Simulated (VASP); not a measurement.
The cell holds one Y (hcp) (0 0 0 1) slab, with vacuum along c, ions free to move until forces fall under 0.03 eV/Å, no reconstruction beyond this cell, dipole correction on.

```yaml
crystal:
  lattice:
    - [3.60115, 0.00000, 0.00000]
    - [-1.80057, 3.11869, 0.00000]
    - [0.00000, 0.00000, 25.60539]
  atoms:
    - { symbol: Y, position: [0.66667, 0.33333, 0.44490] }
    - { symbol: Y, position: [0.33333, 0.66667, 0.33809] }
    - { symbol: Y, position: [0.66667, 0.33333, 0.66191] }
    - { symbol: Y, position: [0.33333, 0.66667, 0.55510] }
```

Calculation: PBEsol GGA, VASP's PBE PAW potentials (set 64) (plane waves; VASP). Settings: 400 eV cut-off, 9×9×1 Γ-centred mesh, first-order Methfessel-Paxton smearing of 0.10 eV, potentials Y_sv.

Slab and bulk use different k-meshes, so the surface energy is good to a few per cent at best.

Predict its surface energy, work function, band gap (on the k-mesh).

surface energy: 1.11 J/m^2
work function: 3.28 eV
band gap (on the k-mesh): none (metal, semimetal or under 0.01 eV)

The cell is a thin slab with vacuum, built from Y (hcp): (001) face.
